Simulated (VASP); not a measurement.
VASP runs on PbTe (space group Fm-3m) share one base input (PBEsol GGA, plane waves, VASP's PBE PAW potentials (set 64)) and change the settings named in each case.

INCAR:
```
ISMEAR = -1
SYSTEM = PbTe
LMAXMIX = 4   # l cut-off of mixed one-centre charges
LWAVE = F
GGA = PS
ENCUT = 300
LASPH = T
SIGMA = 0.01
LREAL = F   # projection in real space or not
EDIFF = 1E-6   # SCF stop (eV)
NELM = 100
ISIF = 2   # forces and stress, cell fixed
PREC = Accurate
ALGO = Normal
LCHARG = F
```

KPOINTS:
```
Automatic mesh
0
G
  6 6 6
0 0 0
```

POSCAR:
```
PbTe
1
    0.0000000000     3.2300000000     3.2300000000
    3.2300000000     0.0000000000     3.2300000000
    3.2300000000     3.2300000000     0.0000000000
Te Pb
1 1
Direct
  0.5000000000   0.5000000000   0.5000000000
  0.0000000000   0.0000000000   0.0000000000
```

POTCAR, in this order: Te Pb_d (PBE.64 set). Program: vasp_std.

```tsv
change	E(σ→0) (eV/atom)	pressure (GPa)	−TS (eV)
base run	-4.1305	-0.64	0.0000
GGA removed, POTCAR Te Pb_d (LDA.64 set)	-4.3814	?	0.0000
GGA_COMPAT = .FALSE., LNONCOLLINEAR = .TRUE., LSORBIT = .TRUE., MAGMOM = 0.0 0.0 0.0 0.0 0.0 0.0, program vasp_ncl	-4.3935	-0.83	-0.0005
KPOINTS 7×7×7 Γ-centred mesh	-4.1307	-0.67	0.0000
```

Q: Complete the blanks.

A: 
- GGA removed, POTCAR Te Pb_d (LDA.64 set), pressure (GPa): -1.89

Energies of different potentials or functionals have different zeros.  Unless said otherwise, spin-orbit coupling is left out, though it shifts the bands of the heavy elements here. At 300 eV the pressure can carry a Pulay error.

Left out are runs that ran out of time, are held back, or changed the cell or the kind of run, fixed moments of cells without a moment, rows past the twelfth, gaps on odd meshes, pressures of charged cells and columns that move by less than the noise.

The structure is a typed PbTe crystal (Fm-3m). The cell was not relaxed at this level.
